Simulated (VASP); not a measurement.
Write the native input for VASP 6.6.1 that does the following.

```yaml
Task: single point
Functional: PBE
Potentials_or_basis: VASP PAW PBE potentials, release 64 (Cd, Ir)
Cutoff: 520 eV
k_mesh: 8 × 8 × 8
Occupations: fermi-dirac, width 0.05 eV
Spin: no spin polarisation
Further_INCAR_settings: ALGO = Normal; EDIFF = 1e-07; NBANDS = 18
```

The structure of CdIr lies in POSCAR:

```
CdIr
1.0
    3.2839089500      0.0000000000      0.0000000000
    0.0000000000      3.2839089500      0.0000000000
    0.0000000000      0.0000000000      3.3861751100
Cd Ir
1 1
Direct
    0.0000000000      0.0000000000      0.7424761500
    0.5000000000      0.5000000000      0.0187378300
```

The cell was built by a generator and needn't be a form met in nature.

These files were run (other wordings do the same):

INCAR

```
SYSTEM = CdIr
PREC = Accurate ; ENCUT = 520
EDIFF = 1E-7 ; ISMEAR = -1
SIGMA = 0.05 ; LREAL = .FALSE.
LASPH = .TRUE. ; NELM = 60
ALGO = Normal ; ISIF = 2
LWAVE = .FALSE. ; LCHARG = .FALSE.
GGA = PE ; NBANDS = 18
```

KPOINTS

```
Automatic mesh
0
G
  8 8 8
  0 0 0
```

Potentials or basis: VASP PAW PBE potentials, release 64 (Cd, Ir).

Run with:

```console
$ cat potpaw_PBE.64/Cd/POTCAR potpaw_PBE.64/Ir/POTCAR > POTCAR
$ mpirun -np 1 vasp_std > vasp.out
```

It gave:

* Pressure: 19.9 GPa
* Largest force: 3.681 eV/Å
* Band gap on the k mesh: none (metal or under the smearing width)

Caveat: so large a pressure means that the cell lies far from this level's equilibrium, or that cutoff or potentials fall short; forces of over 1 eV/Å show positions far from the minimum, so gaps and moduli don't describe the material at rest.

Wall time 15 s on 1 thread of Intel(R) Xeon(R) Platinum 8488C (Sapphire Rapids), on a shared host, peak memory 0.18 GiB.
